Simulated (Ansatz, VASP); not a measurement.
This is a calculation of Pt2F for VASP 6.6.1. The cell comes from a database or a generator and needn't be the stable form of this composition.

File INCAR:

```
PREC = Accurate ; ENCUT = 900
EDIFF = 1E-6 ; ISMEAR = -1
SIGMA = 0.05 ; LREAL = False
LASPH = True ; NELM = 80
ALGO = Normal ; ISIF = 3
LWAVE = False ; LCHARG = False
GGA = PE ; IBRION = 2
NSW = 60 ; EDIFFG = -0.005
```

The input KPOINTS:

```
Automatic mesh
0
Gamma
  8 8 8
```

The input POSCAR:

```
Pt2F
1.0
    0.0000000000      2.8524300000      2.8524300000
    2.8524300000      0.0000000000      2.8524300000
    2.8524300000      2.8524300000      0.0000000000
Pt F
2 1
Direct
    0.2500000000      0.2500000000      0.2500000000
    0.7500000000      0.7500000000      0.7500000000
    0.0000000000      0.0000000000      0.0000000000
```

Potentials or basis: VASP PAW PBE potentials, release 64 (Pt_sv_GW, F_GW).

Run with:

```console
$ cat potpaw_PBE.64/Pt_sv_GW/POTCAR potpaw_PBE.64/F_GW/POTCAR > POTCAR
$ mpirun -np 1 vasp_std > vasp.out
```

Question: Set up the same calculation for Ansatz 0.2.0. Potentials or basis there: Ansatz PAW, cutoff 420 eV.

Answer: As run (cutoffs and basis follow the program's own potentials, and thresholds, step limits or extra output files can differ):

Contents of input.yaml:

```yaml
crystal:
  lattice:
    - [0.0, 2.85243, 2.85243]
    - [2.85243, 0.0, 2.85243]
    - [2.85243, 2.85243, 0.0]
  atoms:
    - { symbol: Pt, position: [0.25, 0.25, 0.25] }
    - { symbol: Pt, position: [0.75, 0.75, 0.75] }
    - { symbol: F, position: [0.0, 0.0, 0.0] }
hamiltonian:
  xc: pbe
  pseudopotentials: { kind: paw }
kpoints:
  mp_grid: { grid: [8, 8, 8] }
scf:
  occupations: { method: fermi_dirac, width: 0.05 }
output:
  forces: true
  stress: true
  eigenvalues: true
  write_density: true
  write_potential: true
  elf: true
  volumetric_format: npy
relax:
  f_tol: 0.01
  max_steps: 40
  cell: { stress_tol: 0.05 }
```

Potentials or basis: Ansatz PAW.

Launch:

```sh
$ ansatz run input.yaml --threads 2 --pin off --max-ram 5632MiB --backend cpu --events-out ev --progress --plain --runs-dir out
```

Both were run:

|  | VASP | Ansatz |
| --- | --- | --- |
| Relaxed volume | 15.46 Å³/atom | 15.49 Å³/atom |
| Relaxed cell | a = 4.033 Å, b = 4.033 Å, c = 4.033 Å, α = 60.00°, β = 60.00°, γ = 60.00° | a = 4.035 Å, b = 4.035 Å, c = 4.035 Å, α = 60.00°, β = 60.00°, γ = 60.00° |
| Space group after relaxing | Fm-3m (No. 225) | Fm-3m (No. 225) |
| Pressure after relaxing | 0.0 GPa | 0.0 GPa |

Ansatz's pressure holds a Pulay term of +0.29 GPa for its cutoff of 420 eV, which the other run lacks.

Where Ansatz's input types no cutoff or centring, it takes its own default and a Γ-centred mesh.

Pressure is positive in compression.
